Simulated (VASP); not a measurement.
Here is the system:

```xyz
6
Lattice="4.8035 0.0000 0.0000 0.0000 4.8035 0.0000 0.0000 0.0000 3.2438" Properties=species:S:1:pos:R:3 pbc="T T T"
Sn     0.0000     0.0000     0.0000
Sn     2.4018     2.4018     1.6219
O      1.4709     1.4709     0.0000
O      3.8727     0.9309     1.6219
O      0.9309     3.8727     1.6219
O      3.3326     3.3326     0.0000
```

Calculation: revTPSS meta-GGA, VASP's PBE PAW potentials (set 64) (plane waves; VASP). Numerical set-up: 520 eV cut-off, 4×4×6 Γ-centred mesh, Gaussian smearing of 0.050 eV, potentials Sn_d O.

Unless said otherwise, spin-orbit coupling is left out, though it shifts the bands of the heavy elements here.

Task: Estimate the energy per atom (σ→0), band gap (on the k-mesh) with the smallest direct gap where there is one.

Result: 
```json
{
 "band gap (on the k-mesh)": "0.87 eV",
 "smallest direct gap (on the k-mesh)": "0.87 eV",
 "energy per atom (σ→0)": "-1.271 eV/atom"
}
```

The compound is SnO2 in the rutile structure. It was relaxed first. The start is the result of an earlier pass.
